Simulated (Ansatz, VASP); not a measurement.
**One calculation of Li3Ge2, two programs**

INCAR

```
PREC = Accurate
ENCUT = 600
EDIFF = 1E-6
ISMEAR = 0
SIGMA = 0.1
LREAL = F
LASPH = T
NELM = 100
ALGO = Normal
ISIF = 3
LWAVE = F
LCHARG = F
GGA = PE
IBRION = 2
NSW = 100
EDIFFG = -0.01
```

KPOINTS

```
regular mesh
0
Gamma
  12 12 4
```

The input POSCAR:

```
Li3Ge2
1.0
    3.2597688300      0.0000000000      0.0000000000
   -1.6298844200      2.8230426200      0.0000000000
    0.0000000000      0.0000000000     11.3093043500
Li Ge
3 2
Direct
    0.0000000000      0.0000000000      0.0000000000
    0.3333333300      0.6666666700      0.2194190400
    0.6666666700      0.3333333300      0.7805809600
    0.6666666700      0.3333333300      0.4148931500
    0.3333333300      0.6666666700      0.5851068500
```

Input for Ansatz:

```yaml
crystal:
  lattice:
    - [3.25976883, 0.0, 0.0]
    - [-1.62988442, 2.82304262, 0.0]
    - [0.0, 0.0, 11.30930435]
  atoms:
    - { symbol: Li, position: [0.0, 0.0, 0.0] }
    - { symbol: Li, position: [0.33333333, 0.66666667, 0.21941904] }
    - { symbol: Li, position: [0.66666667, 0.33333333, 0.78058096] }
    - { symbol: Ge, position: [0.66666667, 0.33333333, 0.41489315] }
    - { symbol: Ge, position: [0.33333333, 0.66666667, 0.58510685] }
basis:
  ecutwfc: 420
kpoints:
  mp_grid: { grid: [12, 12, 4] }
hamiltonian:
  xc: pbe
scf:
  occupations: { method: gaussian, width: 0.1 }
output:
  forces: true
  stress: true
  eigenvalues: true
relax:
  adjacent_minimum: "off"
  f_tol: 0.01
  max_steps: 80
  cell: { stress_tol: 0.05 }
```

Alike in both runs: task relaxation of cell and atoms; functional PBE; k mesh 12 × 12 × 4; occupations gaussian, width 0.1 eV; no spin polarisation.

```csv
,VASP,Ansatz
version,VASP 6.6.1,Ansatz 0.2.0
potentials or method,"VASP PAW PBE potentials, release 64 (Li_sv, Ge_d)","scalar-relativistic, plane waves, PAW"
plane-wave cutoff (eV),600,420
valence electrons in the cell,37,37
```

Ansatz gave:

```
gap on the k mesh at the Fermi level, each at its own relaxed structure (eV) : none
relaxed volume (Å³/atom)                                                     : 20.11
relaxed cell length with the largest relative difference (Å)                 : 3.215
energy change over the relaxation (meV/atom)                                 : -6
```

Q: What did VASP give for the same quantities?

A: gap on the k mesh at the Fermi level, each at its own relaxed structure (eV): none; relaxed volume (Å³/atom): 20.00; relaxed cell length with the largest relative difference (Å): 3.209; energy change over the relaxation (meV/atom): -7.

A gap of «none» marks a metal or a gap that the smearing closes.

Caveats: the cutoff is under 1.25 times the usual one of these potentials, so pressure, stress and relaxed cells hold a basis-set (Pulay) error (VASP).
